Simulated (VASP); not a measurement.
Set up this calculation in VASP 6.6.1, as the native input.

| Property | Result |
| --- | --- |
| Task | Born charges and dielectric tensor |
| Functional | LDA |
| Potentials or basis | VASP PAW LDA potentials, release 64 (Cd, S) |
| Cutoff | 600 eV |
| k mesh | 8 × 8 × 8 |
| Occupations | gaussian, width 0.02 eV |
| Spin | no spin polarisation |
| Further INCAR settings | ALGO = Fast; EDIFF = 1e-08; IBRION = 8; NSW = 1 |

The structure of CdS lies in POSCAR:

```
CdS
1.0
    0.0000000000      2.9429534600      2.9429534600
    2.9429534600      0.0000000000      2.9429534600
    2.9429534600      2.9429534600      0.0000000000
Cd S
1 1
Direct
    0.0000000000      0.0000000000      0.0000000000
    0.7500000000      0.7500000000      0.7500000000
```

The cell is a database's computed one.

One way to write it, as run:

INCAR

```
SYSTEM = CdS
ALGO     = Fast           ! electronic algorithm
EDIFF    = 1E-8           ! SCF threshold, eV
ENCUT    = 600            ! plane-wave cutoff, eV
IBRION   = 8              ! ionic algorithm
ISIF     = 2              ! what is computed and relaxed
ISMEAR   = 0              ! smearing method
LASPH    = .True.         ! aspherical terms in the spheres
LCHARG   = .False.        ! write CHGCAR
LEPSILON = .True.         ! dielectric tensor by DFPT
LREAL    = .False.        ! projectors in reciprocal space
LWAVE    = .False.        ! write WAVECAR
NELM     = 60             ! most SCF steps
NSW      = 1              ! ionic steps
PREC     = Accurate       ! precision mode
SIGMA    = 0.02           ! smearing width, eV
```

KPOINTS

```
k-points
0
Gamma
  8 8 8
  0 0 0
```

Potentials or basis: VASP PAW LDA potentials, release 64 (Cd, S).

Command:

```bash
$ cat potpaw_LDA.64/Cd/POTCAR potpaw_LDA.64/S/POTCAR > POTCAR
$ mpirun -np 1 vasp_std > vasp.out
```

It gave:

| Item | Value |
| --- | --- |
| Band gap on the k mesh | 0.83 eV, direct |
| Electronic dielectric tensor (diagonal) | 7.81 |
| Born charges (mean of the diagonal) | Cd +2.26; S -2.26 e |
| Highest phonon frequency at Γ, LO-TO splitting left out | 220 cm⁻¹ |

Wall time 11 min on 1 thread of Intel(R) Xeon(R) Platinum 8259CL CPU @ 2.50GHz (Skylake/Cascade Lake), with other jobs on the host, peak memory 0.36 GiB.
